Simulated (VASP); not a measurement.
Calculation: PBEsol GGA, VASP's PBE PAW potentials (set 64) (plane waves; VASP).

VASP input:

### KPOINTS
```
kpoints
0
Gamma
  7 7 7
```

### POSCAR
```
CdSe
1
    0.0000000000     3.0493920000     3.0493920000
    3.0493920000     0.0000000000     3.0493920000
    3.0493920000     3.0493920000     0.0000000000
Cd Se
1 1
Direct
  0.0000000000   0.0000000000   0.0000000000
  0.7500000000   0.7500000000   0.7500000000
```

INCAR:
```
SYSTEM=CdSe
PREC=Accurate; ENCUT=420; LREAL=F
LASPH=T
EDIFF=1E-09; NELM=100; ALGO=Normal
LMAXMIX=4
ISMEAR=0; SIGMA=0.01
GGA=PS
ISIF=2
LWAVE=F; LCHARG=F
```

POTCAR, in this order: Cd Se (PBE.64 set). Program: vasp_std.

Gaps are read on the run's mesh, which can miss a band edge.

Predict the energy per atom (σ→0), band gap (on the k-mesh).

```json
{
  "energy per atom (σ→0)": "-297.9 kJ/mol of atoms",
  "band gap (on the k-mesh)": "0.47 eV"
}
```

### OSZICAR
```
...
DAV:  12    -0.617495927762E+01    0.90066E-06   -0.53371E-06   608   0.356E-02    0.490E-03
DAV:  13    -0.617495959847E+01   -0.32085E-06   -0.10929E-06   535   0.786E-03    0.307E-03
DAV:  14    -0.617495957195E+01    0.26522E-07   -0.85003E-08   585   0.272E-03    0.168E-03
DAV:  15    -0.617495961761E+01   -0.45658E-07   -0.13103E-08   555   0.876E-04    0.333E-04
DAV:  16    -0.617495961227E+01    0.53315E-08   -0.11253E-09   370   0.437E-04    0.171E-04
DAV:  17    -0.617495960990E+01    0.23754E-08   -0.51084E-11   275   0.582E-05    0.460E-05
DAV:  18    -0.617495960930E+01    0.59777E-09   -0.45151E-12   275   0.293E-05
   1 F= -.61749596E+01 E0= -.61749596E+01  d E =-.235163E-53
```

The structure comes from a computed database's CdSe entry; how it stands against other phases isn't given here. The cell was not relaxed at this level. The run is one of a series of settings (EDIFF = 1E-09, ENCUT = 420, KPOINTS 7×7×7 Γ-centred mesh against the base run), some of them coarse on purpose.
